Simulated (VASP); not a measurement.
Consider the following.

```xyz
2
Lattice="0.0000 2.6867 2.6867 2.6867 0.0000 2.6867 2.6867 2.6867 0.0000" Properties=species:S:1:pos:R:3 pbc="T T T"
Cu     0.0000     0.0000     0.0000
Cl     1.3434     1.3434     1.3434
```

All values below come from rev-vdW-DF2, VASP's PBE PAW potentials (set 64) (plane waves; VASP). Run with 520 eV cut-off, Gaussian smearing of 0.050 eV, potentials Cu Cl.

Problem. Give the energies of bands 2 to 11 at the high-symmetry points, in eV from the valence-band maximum.

Solution. 
```csv
band,Γ,X,U,L,W
2,-4.96,-6.65,-6.31,-6.70,-6.10
3,-4.96,-5.07,-5.65,-4.94,-5.81
4,-4.96,-5.07,-5.01,-4.94,-5.16
5,-1.56,-1.71,-1.80,-1.49,-1.77
6,-1.56,-1.45,-1.49,-1.49,-1.66
7,0.00,-1.37,-1.41,-1.44,-1.38
8,0.00,-1.17,-1.08,-0.59,-1.18
9,0.00,-1.17,-0.93,-0.59,-0.83
10,0.54,3.41,4.22,2.91,5.07
11,6.78,4.51,5.20,6.85,5.34
```

The gap is direct, 0.54 eV, from the valence maximum at Γ to the conduction minimum at Γ.

Measured: gap 3.39 eV at 2 K (computed value off by -2.85 eV), as given by arXiv:1206.3780.

The compound is CuCl in the zinc blende structure. It was relaxed first.
